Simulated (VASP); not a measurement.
# ZrCoF6 (Fm-3m) in VASP: notebook

Runs on ZrCoF6. Level: LDA+U. Tasks: single point.

All numbers are computed with VASP 6.6.1; they aren't measurements. Logs are shortened: lines on timing, memory, paths and dates and some standing lists are left out, and cuts for length are marked.

## (1) The structure

Symmetry: Fm-3m, No. 225, cubic system. The conventional cell has a = 7.989 Å, b = 7.989 Å, c = 7.989 Å, α = 90.00°, β = 90.00°, γ = 90.00°. Around Zr (site symmetry m-3m) lie 6 F at 1.98 Å. Co (site symmetry m-3m) is surrounded by 6 F at 2.01 Å. F (site symmetry 4mm) has 1 Zr at 1.98 Å and 1 Co at 2.01 Å as nearest neighbours.

## (2) Single point, LDA+U, collinear spin, typed start

File INCAR:

```
SYSTEM = ZrCoF6
ALGO = Normal
EDIFF = 1E-6
ENCUT = 520
GGA = CA
ISIF = 2
ISMEAR = 0
ISPIN = 2
LASPH = .True.
LCHARG = .False.
LDAU = .True.
LDAUJ = 0 0 0
LDAUL = -1 2 -1
LDAUPRINT = 1
LDAUTYPE = 2
LDAUU = 0 2 0
LMAXMIX = 4
LORBIT = 11
LREAL = .False.
LWAVE = .False.
MAGMOM = 0 3 0 0 0 0 0 0
NBANDS = 46
NELM = 150
PREC = Accurate
SIGMA = 0.05
```

File KPOINTS:

```
k-points
0
Gamma
  4 4 4
  0 0 0
```

File POSCAR:

```
ZrCoF6
1.0
    0.0000000000      3.9944997300      3.9944997300
    3.9944997300      0.0000000000      3.9944997300
    3.9944997300      3.9944997300      0.0000000000
Zr Co F
1 1 6
Direct
    0.5000000000      0.5000000000      0.5000000000
    0.0000000000      0.0000000000      0.0000000000
    0.7480000000      0.2520000000      0.2520000000
    0.2520000000      0.7480000000      0.2520000000
    0.2520000000      0.7480000000      0.7480000000
    0.7480000000      0.2520000000      0.7480000000
    0.2520000000      0.2520000000      0.7480000000
    0.7480000000      0.7480000000      0.2520000000
```

Potentials or basis: VASP PAW LDA potentials, release 64 (Zr_sv, Co, F).

Started as:

```console
$ cat potpaw_LDA.64/Zr_sv/POTCAR potpaw_LDA.64/Co/POTCAR potpaw_LDA.64/F/POTCAR > POTCAR
$ mpirun -np 1 vasp_std > vasp.out
```

OUTCAR:

```text
SYSTEM = ZrCoF6
   EDIFF = 1E-6
   ENCUT = 520
   GGA = CA
   ISIF = 2
   ISMEAR = 0
   ISPIN = 2
   LASPH = .True.
   LORBIT = 11
   LREAL = .False.
   NELM = 150
   PREC = Accurate

 ion  position               nearest neighbor table
   1  0.500  0.500  0.500-   3 1.98   4 1.98   5 1.98   6 1.98   7 1.98   8 1.98
   2  0.000  0.000  0.000-   3 2.01   4 2.01   5 2.01   6 2.01   7 2.01   8 2.01
   3  0.748  0.252  0.252-   1 1.98   2 2.01
   4  0.252  0.748  0.252-   1 1.98   2 2.01
   5  0.252  0.748  0.748-   1 1.98   2 2.01
   6  0.748  0.252  0.748-   1 1.98   2 2.01
   7  0.252  0.252  0.748-   1 1.98   2 2.01
   8  0.748  0.748  0.252-   1 1.98   2 2.01

  LATTYP: Found a face centered cubic cell.
 ALAT       =     7.9889994600

  Lattice vectors:

 A1 = (   0.0000000000,   3.9944997300,   3.9944997300)
 A2 = (   3.9944997300,   0.0000000000,   3.9944997300)
 A3 = (   3.9944997300,   3.9944997300,   0.0000000000)

Analysis of symmetry for initial positions (statically):
=====================================================================
 Subroutine PRICEL returns:
 Original cell was already a primitive cell.

 Routine SETGRP: Setting up the symmetry group for a
 face centered cubic supercell.

 Subroutine GETGRP returns: Found 48 space group operations
 (whereof 48 operations were pure point group operations)
 out of a pool of 48 trial point group operations.

The static configuration has the point symmetry O_h .

Analysis of symmetry for dynamics (positions and initial velocities):
=====================================================================
 Subroutine PRICEL returns:
 Original cell was already a primitive cell.

 Routine SETGRP: Setting up the symmetry group for a
 face centered cubic supercell.

 Subroutine GETGRP returns: Found 48 space group operations
 (whereof 48 operations were pure point group operations)
 out of a pool of 48 trial point group operations.

The dynamic configuration has the point symmetry O_h .

Analysis of structural, dynamic, and magnetic symmetry:
=====================================================================
 Subroutine PRICEL returns:
 Original cell was already a primitive cell.

 Routine SETGRP: Setting up the symmetry group for a
 face centered cubic supercell.

 Subroutine GETGRP returns: Found 48 space group operations
 (whereof 48 operations were pure point group operations)
 out of a pool of 48 trial point group operations.

The overall configuration has the point symmetry O_h .

 Subroutine INISYM returns: Found 48 space group operations
 (whereof 48 operations are pure point group operations),
 and found     1 'primitive' translations

----------------------------------------------------------------------------------------

                                     Primitive cell

  volume of cell :     127.4727

  direct lattice vectors                    reciprocal lattice vectors
     0.000000000  3.994499730  3.994499730    -0.125172120  0.125172120  0.125172120
     3.994499730  0.000000000  3.994499730     0.125172120 -0.125172120  0.125172120
     3.994499730  3.994499730  0.000000000     0.125172120  0.125172120 -0.125172120

  length of vectors
     5.649075693  5.649075693  5.649075693     0.216804472  0.216804472  0.216804472

  position of ions in fractional coordinates (direct lattice)
     0.500000000  0.500000000  0.500000000
     0.000000000  0.000000000  0.000000000
     0.748000000  0.252000000  0.252000000
     0.252000000  0.748000000  0.252000000
     0.252000000  0.748000000  0.748000000
     0.748000000  0.252000000  0.748000000
     0.252000000  0.252000000  0.748000000
     0.748000000  0.748000000  0.252000000

  ion indices of the primitive-cell ions
   primitive index   ion index
                 1           1
                 2           2
                 3           3
                 4           4
                 5           5
                 6           6
                 7           7
                 8           8

----------------------------------------------------------------------------------------

 KPOINTS: k-points

Automatic generation of k-mesh.
 Grid dimensions read from file:
 generate k-points for:    4    4    4
[... 48 lines left out ...]
   LREAL  =      F    real-space projection
   EDIFFG = 0.1E-04   stopping-criterion for IOM
   NSW    =      0    number of steps for IOM
   IBRION =     -1    ionic relax: 0-MD 1-quasi-New 2-CG
   NFREE  =      0    steps in history (QN), initial steepest desc. (CG)
   ISIF   =      2    stress and relaxation
   ISYM   =      2    0-nonsym 1-usesym 2-fastsym
   POTIM  = 0.5000    time-step for ionic-motion
   TEBEG  =    0.0;   TEEND  =   0.0 temperature during run
   PSTRESS=    0.0 pullay stress
   NELECT =      63.0000    total number of electrons
   NUPDOWN=      -1.0000    fix difference up-down
   EMIN   =  10.00;   EMAX   =-10.00  energy-range for DOS
   EFERMI =   0.00;   METHOD = LEGACY
   ISMEAR =     0;   SIGMA  =   0.05  broadening in eV -4-tet -1-fermi 0-gaus
   EFERMI_NEDOS =   21; number of points for ismear=-14 and -15
   IALGO  =     38    algorithm
   IMIX   =      4    mixing-type and parameters
     AMIX     =   0.40;   BMIX     =  1.00
     AMIX_MAG =   1.60;   BMIX_MAG =  1.00
  volume/ion in A,a.u.               =      15.93       107.53
  Fermi-wavevector in a.u.,A,eV,Ry     =   1.294343  2.445953 22.794154  1.675323
  Thomas-Fermi vector in A             =   2.425932
   LORBIT       =     11    0 simple, 1 ext, 2 COOP (PROOUT), +10 PAW based schemes
 LDA+U is selected, type is set to LDAUTYPE =  2
   angular momentum for each species LDAUL =    -1    2   -1
   U (eV)           for each species LDAUU =   0.0  2.0  0.0
   J (eV)           for each species LDAUJ =   0.0  0.0  0.0
   GGA     = CA    functional components
   LHFCALC =     F    Hartree Fock is set to
   AEXX    =    0.0000 exact exchange contribution
   IVDW    =     0    specifies the selected vdW correction
   LEPSILON=     F    determine dielectric tensor
   LRPA    =     F    only Hartree local field effects (RPA)
 spin polarized calculation
 Gauss-broadening in eV      SIGMA  =   0.05
  energy-cutoff  :      520.00
  volume of cell :      127.47
 maximum number of plane-waves:      3479
 NGX is ok and might be reduce to    42
   NGX = 21   NGY = 21   NGZ = 21

atom =   2  type =  2  l = 2

 onsite density matrix

spin component  1

  0.9663  0.0000  0.0000 -0.0000  0.0000
  0.0000  0.9663  0.0000 -0.0000 -0.0000
  0.0000  0.0000  1.0138 -0.0000 -0.0000
 -0.0000 -0.0000 -0.0000  0.9663 -0.0000
  0.0000 -0.0000 -0.0000 -0.0000  1.0138

spin component  2

  0.6526 -0.0000 -0.0000  0.0000 -0.0000
 -0.0000  0.6526 -0.0000 -0.0000  0.0000
 -0.0000 -0.0000  0.1243  0.0000  0.0000
  0.0000 -0.0000  0.0000  0.6526  0.0000
 -0.0000  0.0000  0.0000  0.0000  0.1243

 occupancies and eigenvectors

  o =  0.1243  v =  0.0000  0.0000  0.0000  0.0000  0.0000  0.0000  0.0000  0.9897  0.0000 -0.1431      0.0000  0.0000  0.0000  0.0000  0.0000  0.0000  0.0000  0.0000  0.0000  0.0000
  o =  0.1243  v =  0.0000  0.0000  0.0000  0.0000  0.0000  0.0000 -0.0000  0.1431  0.0000  0.9897      0.0000  0.0000  0.0000  0.0000  0.0000  0.0000  0.0000  0.0000  0.0000  0.0000
  o =  0.6526  v =  0.0000  0.0000  0.0000  0.0000  0.0000  0.0000 -0.9999  0.0000  0.0168 -0.0000      0.0000  0.0000  0.0000  0.0000  0.0000  0.0000  0.0000  0.0000  0.0000  0.0000
  o =  0.6526  v =  0.0000  0.0000  0.0000  0.0000  0.0000  0.0000 -0.0168  0.0000 -0.9999 -0.0000      0.0000  0.0000  0.0000  0.0000  0.0000  0.0000  0.0000  0.0000  0.0000  0.0000
  o =  0.6526  v =  0.0000  0.0000  0.0000  0.0000  0.0000  1.0000  0.0000  0.0000  0.0000  0.0000      0.0000  0.0000  0.0000  0.0000  0.0000  0.0000  0.0000  0.0000  0.0000  0.0000
  o =  0.9663  v =  0.0000 -0.2441 -0.0000  0.9698 -0.0000  0.0000  0.0000  0.0000  0.0000  0.0000      0.0000  0.0000  0.0000  0.0000  0.0000  0.0000  0.0000  0.0000  0.0000  0.0000
  o =  0.9663  v =  0.0000  0.9698  0.0000  0.2441 -0.0000  0.0000  0.0000  0.0000  0.0000  0.0000      0.0000  0.0000  0.0000  0.0000  0.0000  0.0000  0.0000  0.0000  0.0000  0.0000
  o =  0.9663  v =  1.0000  0.0000  0.0000  0.0000  0.0000  0.0000  0.0000  0.0000  0.0000  0.0000      0.0000  0.0000  0.0000  0.0000  0.0000  0.0000  0.0000  0.0000  0.0000  0.0000
  o =  1.0138  v =  0.0000  0.0000  0.0829  0.0000  0.9966  0.0000  0.0000  0.0000  0.0000  0.0000      0.0000  0.0000  0.0000  0.0000  0.0000  0.0000  0.0000  0.0000  0.0000  0.0000
  o =  1.0138  v =  0.0000  0.0000 -0.9966 -0.0000  0.0829  0.0000  0.0000  0.0000  0.0000  0.0000      0.0000  0.0000  0.0000  0.0000  0.0000  0.0000  0.0000  0.0000  0.0000  0.0000

 number of electron      63.0000020 magnetization       3.0000000

 Free energy of the ion-electron system (eV)
  ---------------------------------------------------
  ext. energy  EPLUGINS =         0.00000000
  ---------------------------------------------------
  free energy    TOTEN  =       -53.47021421 eV

  energy without entropy =      -53.44985712  energy(sigma->0) =      -53.46003567

 E-fermi :   0.7287     XC(G=0):  -9.0093

 val. band max:        0.7276010015   @ k =   0.5000   0.0000   0.0000
 cond. band min:       0.7491834412   @ k =   0.5000   0.2500   0.0000
 fundamental gap:      0.0215824397
 Fermi energy:         0.7286821096

 spin component 1

 k-point     1 :       0.0000    0.0000    0.0000
  band No.  band energies     occupation
      1     -48.3049      1.00000
      2     -27.2557      1.00000
      3     -27.2557      1.00000
      4     -27.2557      1.00000
      5     -22.7495      1.00000
      6     -22.4961      1.00000
[... 357 lines left out ...]
     42       9.7051      0.00000
     43      11.4551      0.00000
 Fermi energy:         0.7286821096

 spin component 2

 k-point     1 :       0.0000    0.0000    0.0000
  band No.  band energies     occupation
      1     -48.2967      1.00000
      2     -27.2386      1.00000
      3     -27.2386      1.00000
      4     -27.2386      1.00000
      5     -22.6723      1.00000
      6     -22.4014      1.00000
[... 357 lines left out ...]
     42       9.7744      0.00000
     43      11.7271      0.00000
 [bands above 43 left out]

------------------------ aborting loop because EDIFF is reached ----------------------------------------

  FORCE on cell =-STRESS in cart. coord.  units (eV):
  Direction    XX          YY          ZZ          XY          YZ          ZX
  --------------------------------------------------------------------------------------
  -------------------------------------------------------------------------------------
  Total       -0.8452067     -0.8452067     -0.8452067      0.0000000      0.0000000     -0.0000000
  in kB      -10.6232243    -10.6232243    -10.6232243      0.0000000      0.0000000     -0.0000000
  external PRESSURE =     -10.6232243 kB  Pullay stress =       0.0000000 kB

 VOLUME and BASIS-vectors are now :
 -----------------------------------------------------------------------------
  energy-cutoff  :      520.00
  volume of cell :      127.47
      direct lattice vectors                 reciprocal lattice vectors
     0.000000000  3.994499730  3.994499730    -0.125172120  0.125172120  0.125172120
     3.994499730  0.000000000  3.994499730     0.125172120 -0.125172120  0.125172120
     3.994499730  3.994499730  0.000000000     0.125172120  0.125172120 -0.125172120

 POSITION                                       TOTAL-FORCE (eV/Angst)
 -----------------------------------------------------------------------------------
      3.99450      3.99450      3.99450         0.000000     -0.000000      0.000000
      0.00000      0.00000      0.00000         0.000000     -0.000000      0.000000
      2.01323      3.99450      3.99450        -0.771582     -0.000000      0.000000
      3.99450      2.01323      3.99450         0.000000     -0.771582      0.000000
      5.97577      3.99450      3.99450         0.771582     -0.000000      0.000000
      3.99450      5.97577      3.99450         0.000000      0.771582      0.000000
      3.99450      3.99450      2.01323         0.000000     -0.000000     -0.771582
      3.99450      3.99450      5.97577         0.000000     -0.000000      0.771582
 -----------------------------------------------------------------------------------
    total drift:                               -0.000000     -0.000000      0.000000

  FREE ENERGIE OF THE ION-ELECTRON SYSTEM (eV)
  ---------------------------------------------------
  free  energy   TOTEN  =       -53.4702142107 eV

  energy  without entropy=      -53.4498571218  energy(sigma->0) =      -53.46003567

 total charge

# of ion       s       p       d       tot
------------------------------------------
    1        2.191   6.098   1.410   9.699
    2        0.256   0.344   7.109   7.708
    3        1.729   4.361   0.000   6.090
    4        1.729   4.361   0.000   6.090
    5        1.729   4.361   0.000   6.090
    6        1.729   4.361   0.000   6.090
    7        1.729   4.361   0.000   6.090
    8        1.729   4.361   0.000   6.090
--------------------------------------------------
tot         12.821  32.610   8.519  53.950

 magnetization (x)

# of ion       s       p       d       tot
------------------------------------------
    1        0.004   0.004   0.005   0.013
    2        0.007   0.008   2.719   2.734
    3        0.003   0.035   0.000   0.038
    4        0.003   0.035   0.000   0.038
    5        0.003   0.035   0.000   0.038
    6        0.003   0.035   0.000   0.038
    7        0.003   0.035   0.000   0.038
    8        0.003   0.035   0.000   0.038
--------------------------------------------------
tot          0.030   0.223   2.725   2.978
```

It took 81 s on 1 thread of Intel Xeon 6975P-C (Granite Rapids), shared host; peak memory 0.27 GiB.

What came out:

```
Free energy                                           : -53.4702 eV
Pressure                                              : -1.1 GPa
Largest force                                         : 0.772 eV/Å
Band gap on the k mesh                                : none (metal or under the smearing width)
Net moment                                            : 3.00 μB per cell
Site moments                                          : Zr +0.01; Co +2.73; F +0.04 μB
Valence electrons inside the program's atomic spheres : Zr 9.70; Co 7.71; F 6.09
```

Forces in eV/Å, atoms in the order of the input:
```
Zr   0.000  0.000  0.000
Co   0.000  0.000  0.000
F   -0.772  0.000  0.000
F    0.000 -0.772  0.000
F    0.772  0.000  0.000
F    0.000  0.772  0.000
F    0.000  0.000 -0.772
F    0.000  0.000  0.772
```

Levels at points of the mesh, in eV from the Fermi level:
Spin up:
```
           k point  band 31  band 32  band 33  band 34  band 35  band 36
(0.00, 0.00, 0.00)    -2.80    -2.29    -2.29     3.68     3.68     3.68
(0.50, 0.00, 0.00)    -2.53    -1.60    -1.60     3.61     3.72     3.72
(0.50, 0.50, 0.00)    -2.40    -2.29    -2.05     3.69     3.81     3.81
```
Spin down:
| k point | band 29 | band 30 | band 31 | band 32 | band 33 | band 34 |
| --- | --- | --- | --- | --- | --- | --- |
| (0.00, 0.00, 0.00) | -0.21 | -0.21 | -0.21 | 1.95 | 1.95 | 3.76 |
| (0.50, 0.00, 0.00) | -0.02 | 0.00 | 0.00 | 2.37 | 2.37 | 3.62 |
| (0.50, 0.50, 0.00) | -0.20 | 0.05 | 0.05 | 1.96 | 2.15 | 3.77 |

Eigenvalues of the final occupation matrices:
```csv
site,spin,trace,eigenvalues
site 2 d,1,4.93,0.97 0.97 0.97 1.01 1.01
site 2 d,2,2.21,0.12 0.12 0.65 0.65 0.65
```

Caveat: a cell with one magnetic atom can't hold antiferromagnetic order, which such compounds often take.

## (3) Single point, LDA+U, collinear spin, twin_end start

File INCAR:

```
ALGO     = Normal         # electronic algorithm
EDIFF    = 1E-6           # SCF threshold, eV
ENCUT    = 520            # plane-wave cutoff, eV
ISIF     = 2              # what is computed and relaxed
ISMEAR   = 0              # smearing method
ISPIN    = 2              # spin polarisation
LASPH    = T              # aspherical terms in the spheres
LCHARG   = T              # write CHGCAR
LDAU     = T              # DFT+U
LDAUJ    = 0 0 0        
LDAUL    = -1 2 -1        # shell
LDAUPRINT= 1            
LDAUTYPE = 2            
LDAUU    = 0 2 0          # U, eV
LELF     = T              # ELF
LMAXMIX  = 4              # l up to which the mixer works
LORBIT   = 11             # projections on sites
LREAL    = F              # projectors in reciprocal space
LVHAR    = T            
LWAVE    = F              # write WAVECAR
MAGMOM   = 0.01 2.84 0.04 0.04 0.04 0.04 0.04 0.04 # initial moments
NBANDS   = 46             # bands
NELM     = 150            # most SCF steps
PREC     = Accurate       # precision mode
SIGMA    = 0.05           # smearing width, eV
```

File KPOINTS:

```
k-points
0
Gamma
  4 4 4
```

POSCAR is that of step 2.

Potentials or basis: VASP PAW LDA potentials, release 64 (Zr_sv, Co, F).

Started as:

```console
$ cat potpaw_LDA.64/Zr_sv/POTCAR potpaw_LDA.64/Co/POTCAR potpaw_LDA.64/F/POTCAR > POTCAR
$ mpirun -np 1 vasp_std > vasp.out
```

It took 88 s on 1 thread of Intel Xeon 6975P-C (Granite Rapids), shared host; peak memory 0.27 GiB.

Results (log left out):

- Free energy: -53.4702 eV
- Pressure: -1.1 GPa
- Largest force: 0.772 eV/Å
- Band gap on the k mesh: none (metal or under the smearing width)
- Net moment: 3.00 μB per cell
- Site moments: Zr +0.01; Co +2.73; F +0.04 μB
- Valence electrons inside the program's atomic spheres: Zr 9.70; Co 7.71; F 6.09

Forces in eV/Å, atoms in the order of the input:
```
Zr   0.000  0.000  0.000
Co   0.000  0.000  0.000
F   -0.772  0.000  0.000
F    0.000 -0.772  0.000
F    0.772  0.000  0.000
F    0.000  0.772  0.000
F    0.000  0.000 -0.772
F    0.000  0.000  0.772
```

Levels at points of the mesh, in eV from the Fermi level:
Spin up:
| k point | band 31 | band 32 | band 33 | band 34 | band 35 | band 36 |
| --- | --- | --- | --- | --- | --- | --- |
| (0.00, 0.00, 0.00) | -2.80 | -2.29 | -2.29 | 3.68 | 3.68 | 3.68 |
| (0.50, 0.00, 0.00) | -2.53 | -1.60 | -1.60 | 3.61 | 3.72 | 3.72 |
| (0.50, 0.50, 0.00) | -2.40 | -2.29 | -2.05 | 3.69 | 3.81 | 3.81 |
Spin down:
| k point | band 27 | band 28 | band 29 | band 30 | band 31 | band 32 | band 33 | band 34 | band 35 | band 36 |
| --- | --- | --- | --- | --- | --- | --- | --- | --- | --- | --- |
| (0.00, 0.00, 0.00) | -3.65 | -3.65 | -0.21 | -0.21 | -0.21 | 1.95 | 1.95 | 3.76 | 3.76 | 3.76 |
| (0.50, 0.00, 0.00) | -4.02 | -3.91 | -0.02 | 0.00 | 0.00 | 2.37 | 2.37 | 3.62 | 3.73 | 3.73 |
| (0.50, 0.50, 0.00) | -4.24 | -3.65 | -0.20 | 0.05 | 0.05 | 1.96 | 2.15 | 3.77 | 3.83 | 3.83 |

Eigenvalues of the final occupation matrices:
| site | spin | trace | eigenvalues |
| --- | --- | --- | --- |
| site 2 d | 1 | 4.93 | 0.97 0.97 0.97 1.01 1.01 |
| site 2 d | 2 | 2.21 | 0.12 0.12 0.65 0.65 0.65 |

Caveat: a cell with one magnetic atom can't hold antiferromagnetic order, which such compounds often take. The state reached can hang on the start; a lower one may exist.
